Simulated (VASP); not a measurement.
Input:

```xyz
2
Lattice="0.0000 2.4330 2.4330 2.4330 0.0000 2.4330 2.4330 2.4330 0.0000" Properties=species:S:1:pos:R:3 pbc="T T T"
Y      0.0000     0.0000     0.0000
N      2.4330     2.4330     2.4330
```

These are vdW-DF-cx, VASP's PBE PAW potentials (set 64) (plane waves; VASP) values and carry that method's errors. Run with 520 eV cut-off, 9×9×9 Γ-centred mesh, Gaussian smearing of 0.050 eV, potentials Y_sv N.

Task: Estimate the energy per atom (σ→0).

Result: 
```
Item                            Value
---------------------  --------------
energy per atom (σ→0)  -7.489 eV/atom
```

The absolute energy has meaning only against runs of the same code, potentials and settings.

The compound is YN in the rock salt structure. It was relaxed first.
